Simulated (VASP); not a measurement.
Data:

```
CELL_PARAMETERS angstrom
      7.40327     0.00000     0.00000
      0.00000     7.40327     0.00000
      0.00000     0.00000     7.40327
ATOMIC_POSITIONS crystal
  Hg 0.00000 0.00000 0.00000
  Hg 0.50000 0.50000 0.00000
  Hg 0.00000 0.50000 0.50000
  Hg 0.50000 0.00000 0.50000
  I  0.34675 0.34675 0.34675
  I  0.84675 0.15325 0.65325
  I  0.65325 0.84675 0.15325
  I  0.15325 0.65325 0.84675
  I  0.65325 0.65325 0.65325
  I  0.15325 0.84675 0.34675
  I  0.34675 0.15325 0.84675
  I  0.84675 0.34675 0.15325
```

Computed with PBEsol GGA, VASP's PBE PAW potentials (set 64) (plane waves; VASP 6.6.1). Run with 400 eV cut-off, Gaussian smearing of 0.050 eV, potentials Hg I.

Unless said otherwise, spin-orbit coupling is left out, though it shifts the bands of the heavy elements here.

**Question.** Predict the band gap (along the path) with the smallest direct gap where there is one.

**Answer.** 
| Quantity | Result |
|---|---|
| band gap (along the path) | none (metal, semimetal or under 0.01 eV) |

Total energies compare only between runs with the same potentials, cut-off and functional.

The structure was generated: HgI2 was put into the pyrite type (Pa-3), which need not be its known phase. It was relaxed first, which changed the volume by +10 %.
